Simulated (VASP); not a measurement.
**SnTe: input slips in a relaxation and what they do**

Aim: see how common mistakes in a VASP relaxation show up, on SnTe. The starting structure is a measured crystal structure from the Crystallography Open Database. The first relaxation on each setting starts from this cell expanded by 3 % in volume.

Main program and level: VASP 6.6.1; Kohn-Sham DFT with plane waves and PAW; PBEsol.

### 1. The structure

Symmetry: Fm-3m, No. 225, cubic system. Conventional cell: a = 6.313 Å, b = 6.313 Å, c = 6.313 Å, α = 90.00°, β = 90.00°, γ = 90.00°. Nearest to Te lie 6 Sn at 3.16 Å. Nearest to Sn lie 6 Te at 3.16 Å. Farther neighbours and most contacts between anions are not listed.

Structure file:

```cif
data_structure
_symmetry_space_group_name_H-M 'P 1'
_symmetry_Int_Tables_number 1
_cell_length_a 4.4640
_cell_length_b 4.4640
_cell_length_c 4.4640
_cell_angle_alpha 60.000
_cell_angle_beta 60.000
_cell_angle_gamma 60.000
_cell_volume 62.90
loop_
_atom_site_label
_atom_site_type_symbol
_atom_site_fract_x
_atom_site_fract_y
_atom_site_fract_z
_atom_site_occupancy
Te1 Te 0.50000 0.50000 0.50000 1
Sn2 Sn 0.00000 0.00000 0.00000 1
```

### 2. Reference relaxation

This run starts from the cell of an earlier relaxation, which isn't shown; the restart sets up the plane waves anew.

INCAR

```
SYSTEM = SnTe
PREC = Accurate
ENCUT = 450
EDIFF = 1E-06
NELM = 100
ISMEAR = 0
SIGMA = 0.03
LREAL = .FALSE.
ALGO = Normal
GGA = PS
NBANDS = 16
LORBIT = 11
LWAVE = .FALSE.
LCHARG = .FALSE.
KPAR = 4
IBRION = 2
NSW = 50
ISIF = 3
EDIFFG = -0.006
```

POSCAR

```
SnTe
1.0
    0.0000000000      3.1432905493      3.1432905493
    3.1432905493      0.0000000000      3.1432905493
    3.1432905493      3.1432905493      0.0000000000
Te Sn
1 1
Direct
    0.5000000000      0.5000000000      0.5000000000
    0.0000000000      0.0000000000      0.0000000000
```

KPOINTS

```
Automatic mesh
0
Gamma
6 6 6
0 0 0
```

PAW data sets: Te and Sn_d (PBE family, release 64).

On the command line:

```bash
> mpirun -np 4 vasp_std
```

The program printed:

```text
[banner, memory and clock lines left out]
running    4 mpi-ranks, on    1 nodes
 distrk:  each k-point on    1 cores,    4 groups
 distr:  one band on    1 cores,    1 groups

 POSCAR found type information on POSCAR TeSn
 POSCAR found :  2 types and       2 ions
|                                                                             |
|               ----> ADVICE to this user running VASP <----                  |
|                                                                             |
|     You enforced a specific xc type in the INCAR file but a different       |
|     [... a line on the potential file left out ...]
|     I HOPE YOU KNOW WHAT YOU ARE DOING!                                     |
|                                                                             |

 LDA part: xc-table for (Slater+PW92), standard interpolation
 POSCAR, INCAR and KPOINTS ok, starting setup
 FFT: planning ... GRIDC
 FFT: planning ... GRID_SOFT
 FFT: planning ... GRID
 WAVECAR not read
 entering main loop
       N       E                     dE             d eps       ncg     rms          rms(c)
DAV:   1     0.118114331546E+03    0.11811E+03   -0.90552E+03   520   0.134E+03
DAV:   2     0.177492765215E+01   -0.11634E+03   -0.11325E+03   576   0.341E+02
DAV:   3    -0.811367835370E+01   -0.98886E+01   -0.98660E+01   624   0.877E+01
DAV:   4    -0.838533872498E+01   -0.27166E+00   -0.27161E+00   656   0.156E+01
DAV:   5    -0.839672312503E+01   -0.11384E-01   -0.11384E-01   736   0.289E+00    0.538E+00
DAV:   6    -0.834399300455E+01    0.52730E-01   -0.11606E-01   736   0.287E+00    0.337E+00
DAV:   7    -0.834168798443E+01    0.23050E-02   -0.46616E-02   648   0.140E+00    0.669E-01
DAV:   8    -0.834087917137E+01    0.80881E-03   -0.75108E-03   672   0.778E-01    0.161E-01
DAV:   9    -0.834094826198E+01   -0.69091E-04   -0.51754E-04   672   0.218E-01    0.499E-02
DAV:  10    -0.834093066297E+01    0.17599E-04   -0.69958E-05   712   0.830E-02    0.231E-02
DAV:  11    -0.834092999785E+01    0.66513E-06   -0.20051E-05   616   0.399E-02    0.143E-02
DAV:  12    -0.834092987807E+01    0.11977E-06   -0.17285E-06   528   0.130E-02
   1 F= -.83409299E+01 E0= -.83409297E+01  d E =-.834093E+01
 curvature:   0.00 expect dE= 0.000E+00 dE for cont linesearch  0.000E+00
 trial: gam= 0.00000 g(F)=  0.760E-60 g(S)=  0.965E-06 ort = 0.000E+00 (trialstep = 0.100E+01)
 search vector abs. value=  0.965E-06
 reached required accuracy - stopping structural energy minimisation
```

The job ended after 7.8 s (4 MPI ranks of AMD EPYC 7R43, shared host; peak memory 0.59 GiB).

Lines that name or quote the potential files are left out of all logs, and their timing lines are given in words.

Parts of OUTCAR (step 2):

```text
ion  position               nearest neighbor table
   1  0.500  0.500  0.500-   2 3.14   2 3.14   2 3.14   2 3.14   2 3.14   2 3.14
   2  0.000  0.000  0.000-   1 3.14   1 3.14   1 3.14   1 3.14   1 3.14   1 3.14

  LATTYP: Found a face centered cubic cell.
 ALAT       =     6.2865810986

 Subroutine GETGRP returns: Found 48 space group operations
 (whereof 48 operations were pure point group operations)

The static configuration has the point symmetry O_h .

 Found     16 irreducible k-points:

   k-points           NKPTS =     16   k-points in BZ     NKDIM =     16   number of bands    NBANDS=     16

   dimension x,y,z NGX =    32 NGY =   32 NGZ =   32
   dimension x,y,z NGXF=    64 NGYF=   64 NGZF=   64

   ENCUT  =  450.0 eV  33.07 Ry    5.75 a.u.   7.69  7.69  7.69*2*pi/ulx,y,z

   NELECT =      20.0000    total number of electrons

 k-points in reciprocal lattice and weights: Automatic mesh
   0.00000000  0.00000000  0.00000000       0.005
   0.16666667  0.00000000  0.00000000       0.037
   0.33333333  0.00000000  0.00000000       0.037
   0.50000000  0.00000000  0.00000000       0.019
   0.16666667  0.16666667  0.00000000       0.028
   0.33333333  0.16666667  0.00000000       0.111
   0.50000000  0.16666667  0.00000000       0.111
  -0.33333333  0.16666667  0.00000000       0.111
  -0.16666667  0.16666667  0.00000000       0.056
[...]
-0.33333333  0.33333333  0.16666667       0.111
  -0.33333333  0.50000000  0.16666667       0.056

 average (electrostatic) potential at core
       1 -87.6303       2-100.3428

 E-fermi :   6.9158

 k-point     1 :       0.0000    0.0000    0.0000
  band No.  band energies     occupation
    ...
      6      -5.9833      2.00000
      7       2.2042      2.00000
      8       4.7390      2.00000
      9       4.7390      2.00000
     10       4.7390      2.00000
     11      10.2368      0.00000
     12      10.2368      0.00000
     13      10.2368      0.00000
     14      11.5947      0.00000
     15      11.5947      0.00000
    ...

 k-point     2 :       0.1667    0.0000    0.0000
  band No.  band energies     occupation
    ...
      6      -5.7486      2.00000
      7       1.0650      2.00000
      8       4.7814      2.00000
      9       4.7814      2.00000
     10       5.4917      2.00000
     11       9.1777      0.00000
     12       9.1777      0.00000
     13       9.2125      0.00000
     14      11.5636      0.00000
     15      12.1594      0.00000
    ...

 k-point     3 :       0.3333    0.0000    0.0000
  band No.  band energies     occupation
    ...
      6      -5.1359      2.00000
      7      -0.6383      2.00000
      8       4.9375      2.00000
      9       4.9375      2.00000
     10       6.2707      2.00000
     11       7.8176      0.00000
     12       7.8176      0.00000
     13       7.8649      0.00000
     14      12.6835      0.00000
     15      13.6951      0.00000
    ...

  Total       -0.0036509     -0.0036509     -0.0036509     -0.0000000     -0.0000000      0.0000000
  in kB       -0.0941738     -0.0941738     -0.0941738     -0.0000000     -0.0000000      0.0000000
  external PRESSURE =      -0.0941738 kB  Pullay stress =       0.0000000 kB

  energy-cutoff  :      450.00
  volume of cell :       62.11
      direct lattice vectors                 reciprocal lattice vectors
     0.000000000  3.143290549  3.143290549    -0.159068973  0.159068973  0.159068973
     3.143290549  0.000000000  3.143290549     0.159068973 -0.159068973  0.159068973
     3.143290549  3.143290549  0.000000000     0.159068973  0.159068973 -0.159068973

 POSITION                                       TOTAL-FORCE (eV/Angst)
 -----------------------------------------------------------------------------------
      3.14329      3.14329      3.14329         0.000000     -0.000000     -0.000000
      0.00000      0.00000      0.00000        -0.000000      0.000000      0.000000
 -----------------------------------------------------------------------------------
    total drift:                                0.000000     -0.000000     -0.000000

  FREE ENERGIE OF THE ION-ELECTRON SYSTEM (eV)
  ---------------------------------------------------
  free  energy   TOTEN  =        -8.3409298781 eV

  energy  without entropy=       -8.3409295059  energy(sigma->0) =       -8.34092969

 reached required accuracy - stopping structural energy minimisation

 total charge
# of ion       s       p       d       tot
------------------------------------------
    1        1.392   1.949   0.031   3.372
    2        1.352   0.752   9.987  12.091
--------------------------------------------------
tot          2.744   2.701  10.018  15.463

[... 3 further parts left out ...]
```

CONTCAR:

```
SnTe
   1.00000000000000
     0.0000000000000000    3.1432905493000001    3.1432905493000001
     3.1432905493000001    0.0000000000000000    3.1432905493000001
     3.1432905493000001    3.1432905493000001    0.0000000000000000
  Te              Sn
     1     1
Direct
     0.5000000000000000    0.5000000000000000    0.5000000000000000
     0.0000000000000000    0.0000000000000000    0.0000000000000000
```

The PAW data sets were made with PBE, which is usual practice but a small mismatch for other functionals. The run keeps the 48 symmetry operations of its start, so it cannot find a distortion of lower symmetry.

The reference relaxation ends at 31.057 Å³ an atom.

### 3. Relaxation with a loose energy criterion for the relaxation

A slip made on purpose: a loose energy criterion for the relaxation. Against step 2 the input has EDIFFG = 0.1 (also changed: NELM).

Edit INCAR of step 2 so:

```diff
@@ -4,3 +4,3 @@
 EDIFF = 1E-06
-NELM = 100
+NELM = 60
 ISMEAR = 0
@@ -18,2 +18,2 @@
 ISIF = 3
-EDIFFG = -0.006
+EDIFFG = 0.1
```

POSCAR

```
SnTe
1.0
    0.0000000000      3.1877545079      3.1877545079
    3.1877545079      0.0000000000      3.1877545079
    3.1877545079      3.1877545079      0.0000000000
Te Sn
1 1
Direct
    0.5000000000      0.5000000000      0.5000000000
    0.0000000000      0.0000000000      0.0000000000
```

KPOINTS is that of step 2.

On the command line:

```bash
> mpirun -np 4 vasp_std
```

The program printed:

```text
[banner, memory and clock lines left out]
running    4 mpi-ranks, on    1 nodes
[...]
[... a notice as in an earlier step ...]

 LDA part: xc-table for (Slater+PW92), standard interpolation
 POSCAR, INCAR and KPOINTS ok, starting setup
[...]
entering main loop
       N       E                     dE             d eps       ncg     rms          rms(c)
DAV:   1     0.116559763683E+03    0.11656E+03   -0.91288E+03   520   0.129E+03
DAV:   2     0.131490778480E+01   -0.11524E+03   -0.11250E+03   552   0.324E+02
DAV:   3    -0.813819083985E+01   -0.94531E+01   -0.94318E+01   648   0.854E+01
DAV:   4    -0.838087919957E+01   -0.24269E+00   -0.24263E+00   592   0.151E+01
[...]
DAV:  10    -0.832509683209E+01    0.77019E-05   -0.38185E-05   656   0.513E-02    0.250E-02
DAV:  11    -0.832509660178E+01    0.23032E-06   -0.17815E-05   696   0.360E-02    0.184E-02
DAV:  12    -0.832509637946E+01    0.22231E-06   -0.11684E-06   520   0.804E-03
   1 F= -.83250964E+01 E0= -.83249013E+01  d E =-.832510E+01
[...]
DAV:   7    -0.833962840613E+01    0.17109E-05   -0.61856E-06   640   0.195E-02    0.553E-03
DAV:   8    -0.833962807964E+01    0.32648E-06   -0.93237E-07   384   0.102E-02
   2 F= -.83396281E+01 E0= -.83396281E+01  d E =-.145317E-01
 trial-energy change:   -0.014532  1 .order   -0.013798   -0.040125    0.012528
 step:   0.7766(harm=  0.7621)  dis= 0.00000  next Energy=    -8.341019 (dE=-0.159E-01)
[...]
N       E                     dE             d eps       ncg     rms          rms(c)
DAV:   1    -0.836572912552E+01   -0.26101E-01   -0.53783E-01   616   0.110E+01    0.914E-01
DAV:   2    -0.834614102984E+01    0.19588E-01   -0.32131E-02   656   0.276E+00    0.386E-01
DAV:   3    -0.834131055087E+01    0.48305E-02   -0.13439E-02   648   0.164E+00    0.728E-02
DAV:   4    -0.834116763399E+01    0.14292E-03   -0.41309E-04   584   0.182E-01    0.837E-02
DAV:   5    -0.834108916049E+01    0.78473E-04   -0.55583E-05   720   0.531E-02    0.163E-02
DAV:   6    -0.834108649072E+01    0.26698E-05   -0.97890E-06   656   0.489E-02    0.283E-03
DAV:   7    -0.834108627581E+01    0.21491E-06   -0.28465E-07   320   0.473E-03
   3 F= -.83410863E+01 E0= -.83410861E+01  d E =-.159899E-01
[...]
reached required accuracy - stopping structural energy minimisation
```

It took 17 s on 4 MPI ranks; peak memory 0.63 GiB.

From OUTCAR (step 3):

```text
  Total        0.0040451      0.0040451      0.0040451     -0.0000000      0.0000000     -0.0000000
  in kB        0.1043418      0.1043418      0.1043418     -0.0000000      0.0000000     -0.0000000
  external PRESSURE =       0.1043418 kB  Pullay stress =       0.0000000 kB

 POSITION                                       TOTAL-FORCE (eV/Angst)
 -----------------------------------------------------------------------------------
      3.14329      3.14329      3.14329        -0.000000     -0.000000      0.000000
      0.00000      0.00000      0.00000         0.000000      0.000000     -0.000000
 -----------------------------------------------------------------------------------
    total drift:                                0.000000     -0.000000     -0.000000

  FREE ENERGIE OF THE ION-ELECTRON SYSTEM (eV)
  ---------------------------------------------------
  free  energy   TOTEN  =        -8.3410862758 eV

  energy  without entropy=       -8.3410859030  energy(sigma->0) =       -8.34108609

[... 2 parts as in an earlier step ...]

[... 2 further parts left out ...]
[key lines of the parts left out:]
E-fermi :   6.9156
```

With a loose energy criterion for the relaxation the cell ends at 31.057 Å³ an atom, +0.00 % from the reference.

### 4. Relaxation with a k mesh far too coarse

A slip made on purpose: a k mesh far too coarse. Against step 2 the input has a 2×2×2 mesh (also changed: NELM, NCORE and KPAR).

Edit INCAR of step 3 so:

```diff
@@ -14,3 +14,3 @@
 LCHARG = .FALSE.
-KPAR = 4
+NCORE = 4
 IBRION = 2
@@ -18,2 +18,2 @@
 ISIF = 3
-EDIFFG = 0.1
+EDIFFG = -0.006
```

POSCAR is that of step 3.

KPOINTS

```
Automatic mesh
0
Gamma
2 2 2
0 0 0
```

On the command line:

```bash
> mpirun -np 4 vasp_std
```

The program printed:

```text
[banner, memory and clock lines left out]
running    4 mpi-ranks, on    1 nodes
[...]
[... a notice as in an earlier step ...]

 LDA part: xc-table for (Slater+PW92), standard interpolation
 POSCAR, INCAR and KPOINTS ok, starting setup
[...]
entering main loop
       N       E                     dE             d eps       ncg     rms          rms(c)
DAV:   1     0.125718322281E+03    0.12572E+03   -0.89660E+03   104   0.128E+03
DAV:   2     0.291275417659E+01   -0.12281E+03   -0.11964E+03   104   0.333E+02
DAV:   3    -0.643167414601E+01   -0.93444E+01   -0.93043E+01   128   0.866E+01
DAV:   4    -0.668302694894E+01   -0.25135E+00   -0.25118E+00   128   0.152E+01
[...]
DAV:  14    -0.646938395814E+01    0.11349E-04   -0.18535E-05   136   0.377E-02    0.361E-01
DAV:  15    -0.646938157724E+01    0.23809E-05   -0.55090E-06   128   0.182E-02    0.756E-02
DAV:  16    -0.646938138516E+01    0.19208E-06   -0.28986E-07    56   0.397E-03
   1 F= -.64693814E+01 E0= -.64688026E+01  d E =-.646938E+01
[... from here on, the cycles between the ionic steps are left out ...]
   2 F= -.64790572E+01 E0= -.64729318E+01  d E =-.967580E-02
   3 F= -.65330647E+01 E0= -.65320523E+01  d E =-.636834E-01
   4 F= -.63796115E+01 E0= -.63796115E+01  d E =0.897699E-01
   5 F= -.65379545E+01 E0= -.65378863E+01  d E =-.685731E-01
   6 F= -.65380913E+01 E0= -.65379892E+01  d E =-.687099E-01
[...]
reached required accuracy - stopping structural energy minimisation
```

Elapsed: 7.6 s, on 4 MPI ranks; peak memory 0.37 GiB.

OUTCAR, selected parts (step 4):

```text
  Total       -0.0070253     -0.0070253     -0.0070253     -0.0000000      0.0000000      0.0000000
  in kB       -0.1503729     -0.1503729     -0.1503729     -0.0000000      0.0000000      0.0000000
  external PRESSURE =      -0.1503729 kB  Pullay stress =       0.0000000 kB

 POSITION                                       TOTAL-FORCE (eV/Angst)
 -----------------------------------------------------------------------------------
      3.34496      3.34496      3.34496         0.000000     -0.000000     -0.000000
      0.00000      0.00000      0.00000        -0.000000      0.000000      0.000000
 -----------------------------------------------------------------------------------
    total drift:                                0.000000     -0.000000     -0.000000

  FREE ENERGIE OF THE ION-ELECTRON SYSTEM (eV)
  ---------------------------------------------------
  free  energy   TOTEN  =        -6.5380913055 eV

  energy  without entropy=       -6.5378870824  energy(sigma->0) =       -6.53798919

[... 1 part as in an earlier step ...]

[... 3 further parts left out ...]
[key lines of the parts left out:]
E-fermi :   4.7432
```

With a k mesh far too coarse the cell ends at 37.426 Å³ an atom, +20.51 % from the reference.

(Part 1 of 2 ends here.)

[Lines on the potential files, build, host, timing and source positions are cut from VASP's logs without a mark.]

[Logs are printed without paths, hosts, clocks, repeated set-up lines and the standing remarks that a program may print on its own settings, such as how far it seeks lower states.]

[Hosts, paths, dates, database ids (printed as entryN), source tags and the programs' standing remarks are cut or masked in the printed files.]
